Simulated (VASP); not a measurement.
Crystal: Sn.

```
Sn
1.0
     0.00000    3.23334    3.23334
     3.23334    0.00000    3.23334
     3.23334    3.23334    0.00000
Sn
2
Direct
  0.00000 0.00000 0.00000
  0.25000 0.25000 0.25000
```

This isn't the form of Sn at room conditions, which is tetragonal (white tin).

```yaml
Program: VASP 6.6.1
Task: relaxation of cell and atoms
Functional: PBEsol
Potentials_or_basis: VASP PAW PBE potentials, release 64 (Sn_d)
Cutoff: 600 eV
k_mesh: 10 × 10 × 10
Occupations: gaussian, width 0.03 eV
Spin: no spin polarisation
```

At the start: pressure 1.5 GPa; volume 33.80 Å³/atom.

Question: How do energy, volume and symmetry change on relaxing?

Answer: Over 3 steps the energy falls by 4.9 meV/atom and the volume is 34.92 Å³/atom (+3.3 %); space group Fd-3m (No. 227, to 0.05 Å).

The path:
```
step  energy change (eV)  largest force (eV/Å)  pressure (GPa)  volume (Å³)
   1              0.0000                0.0000            1.47        67.61
   2             -0.0086                0.0000           -0.46        70.69
   3             -0.0099                0.0000            0.00        69.84
```

Final structure:
```
CELL_PARAMETERS angstrom
0.00000 3.26858 3.26858
3.26858 0.00000 3.26858
3.26858 3.26858 0.00000
ATOMIC_POSITIONS crystal
Sn 0.00000 0.00000 0.00000
Sn 0.25000 0.25000 0.25000
```

Caveat: the PAW data sets were made with another functional, which shifts forces and pressure a little.
